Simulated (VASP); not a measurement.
These are r2SCAN meta-GGA, VASP's PBE PAW potentials (set 64) (plane waves; VASP) values and carry that method's errors.

A VASP calculation is set up with these files.

File POSCAR:
```
Cu
1.0
  0.0000000000   1.7883426924   1.7883426924
  1.7883426924   0.0000000000   1.7883426924
  1.7883426924   1.7883426924   0.0000000000
Cu
1
Cart
  0.0000000000   0.0000000000   0.0000000000
```

KPOINTS:
```
Automatic mesh
0
gamma
 16 16 16
```

INCAR:
```
# general
SYSTEM =Cu
PREC   =Accurate
ENCUT  =480
LREAL  =.False.
LASPH  =.True.

# electronic loop
EDIFF  =1E-7
NELM   =100
ALGO   =Normal
LMAXMIX=4
LMIXTAU=.True.

# smearing
ISMEAR =1
SIGMA  =0.1

# functional
METAGGA=R2SCAN

# ions
IBRION =2
NSW    =40
ISIF   =3
EDIFFG =-0.01
PSTRESS=10

# output
LWAVE  =.False.
LCHARG =.False.
```

POTCAR, in this order: Cu (PBE.64 set). Program: vasp_std.

Task: What will the output report for the number of irreducible k-points (NKPTS), number of bands (NBANDS), largest plane-wave count, number of space-group operations, FFT grid (NGX, NGY, NGZ)?

Result: 
| Quantity | Result |
|---|---|
| number of irreducible k-points (NKPTS) | 145 |
| number of bands (NBANDS) | 9 |
| largest plane-wave count | 290 |
| number of space-group operations | 48 |
| FFT grid (NGX, NGY, NGZ) | 18 × 18 × 18 |

The compound is Cu in the fcc structure. This run relaxes it under an external pressure of 1 GPa. Symmetry was kept, so distortions that lower it aren't found.
